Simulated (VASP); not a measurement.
Data:

```
CELL_PARAMETERS angstrom
      2.86731     0.00000     0.00000
      0.00000     2.86731     0.00000
      0.00000     0.00000     3.53291
ATOMIC_POSITIONS crystal
  Cu 0.00000 0.00000 0.00000
  Au 0.50000 0.50000 0.50000
```

All values below come from r2SCAN meta-GGA, VASP's PBE PAW potentials (set 64) (plane waves; VASP). Run with 480 eV cut-off, 12×12×10 Γ-centred mesh, first-order Methfessel-Paxton smearing of 0.10 eV, potentials Cu Au.

Unless said otherwise, spin-orbit coupling is left out, though it shifts the bands of the heavy elements here.

Estimate the energy per atom (σ→0), band gap (on the k-mesh) with the smallest direct gap where there is one.

```json
{
 "band gap (on the k-mesh)": "none (metal, semimetal or under 0.01 eV)",
 "energy per atom (σ→0)": "-30.776 eV/atom"
}
```

Only differences to runs with the same potentials and settings are physical.

The compound is CuAu in the L1_0 structure. It was relaxed first.
